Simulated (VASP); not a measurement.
```xyz
4
Lattice="3.7592 0.0000 0.0000 0.0000 3.7592 0.0000 0.0000 0.0000 5.3051" Properties=species:S:1:pos:R:3 pbc="T T T"
Mg     1.8796     1.8796     2.6525
Cd     0.0000     0.0000     0.0000
S      0.0000     0.0000     2.6525
S      1.8796     1.8796     0.0000
```

Method: PBEsol GGA with spin-orbit coupling, VASP's PBE PAW potentials (set 64) (plane waves; VASP 6.6.1). Run with 400 eV cut-off, 5×5×4 Γ-centred mesh, Gaussian smearing of 0.050 eV, potentials Mg Cd S.

Task: Give the energies of bands 17 to 30 at the high-symmetry points, in eV from the valence-band maximum.

Result: 
| band | Γ | X | M | Z | R | A |
|---|---|---|---|---|---|---|
| 17 | -2.49 | -4.26 | -4.80 | -2.85 | -4.81 | -3.99 |
| 18 | -2.49 | -4.26 | -4.80 | -2.85 | -4.81 | -3.99 |
| 19 | -2.40 | -3.13 | -2.56 | -1.91 | -1.24 | -3.51 |
| 20 | -2.40 | -3.13 | -2.56 | -1.91 | -1.24 | -3.51 |
| 21 | -0.92 | -2.51 | -2.41 | -1.80 | -1.13 | -3.46 |
| 22 | -0.92 | -2.51 | -2.41 | -1.80 | -1.13 | -3.46 |
| 23 | -0.81 | -1.34 | -2.41 | -1.51 | -0.11 | -3.27 |
| 24 | -0.81 | -1.34 | -2.41 | -1.51 | -0.11 | -3.27 |
| 25 | -0.80 | -0.15 | -2.34 | -1.45 | 0.00 | -3.00 |
| 26 | -0.80 | -0.15 | -2.34 | -1.45 | 0.00 | -3.00 |
| 27 | 0.54 | 4.46 | 0.07 | 3.28 | 3.33 | 3.67 |
| 28 | 0.54 | 4.46 | 0.07 | 3.28 | 3.33 | 3.67 |
| 29 | 2.21 | 4.55 | 1.86 | 3.89 | 3.47 | 4.25 |
| 30 | 2.21 | 4.55 | 1.86 | 3.89 | 3.47 | 4.25 |

The gap is indirect, 0.07 eV, from the valence maximum at R to the conduction minimum at M.

The structure comes from a computed database's MgCdS2 entry (P4/mmm); how it stands against other phases isn't given here. It was relaxed first.
